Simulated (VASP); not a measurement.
Crystal: HgTe (Coloradoite).

```
Hg Te
1.0
     0.00000    3.21450    3.21450
     3.21450    0.00000    3.21450
     3.21450    3.21450    0.00000
Hg Te
1 1
Cartesian
  0.0000 0.0000 0.0000
  1.6073 1.6073 1.6073
```

- Program: VASP 6.6.1
- Task: relaxation of cell and atoms
- Functional: PBEsol
- Potentials or basis: VASP PAW PBE potentials, release 64 (Hg, Te)
- Cutoff: 600 eV
- k mesh: 10 × 10 × 10
- Occupations: gaussian, width 0.03 eV
- Spin: no spin polarisation

At the start: pressure 1.9 GPa; volume 33.22 Å³/atom.

Question: Where does the relaxation end?

Answer: Over 3 steps the energy falls by 7.7 meV/atom and the volume is 34.58 Å³/atom (+4.1 %); space group F-43m (No. 216, to 0.05 Å).

Step by step:
```csv
step,energy change (eV),largest force (eV/Å),pressure (GPa),volume (Å³)
1,0.0000,0.0000,1.88,66.43
2,-0.0133,0.0000,-0.63,70.26
3,-0.0155,0.0000,0.00,69.17
```

Final structure:
```
Hg Te
1.0
     0.00000    3.25801    3.25801
     3.25801    0.00000    3.25801
     3.25801    3.25801    0.00000
Hg Te
1 1
Direct
  0.00000 0.00000 0.00000
  0.25000 0.25000 0.25000
```

Caveat: the PAW data sets were made with another functional, which shifts forces and pressure a little.
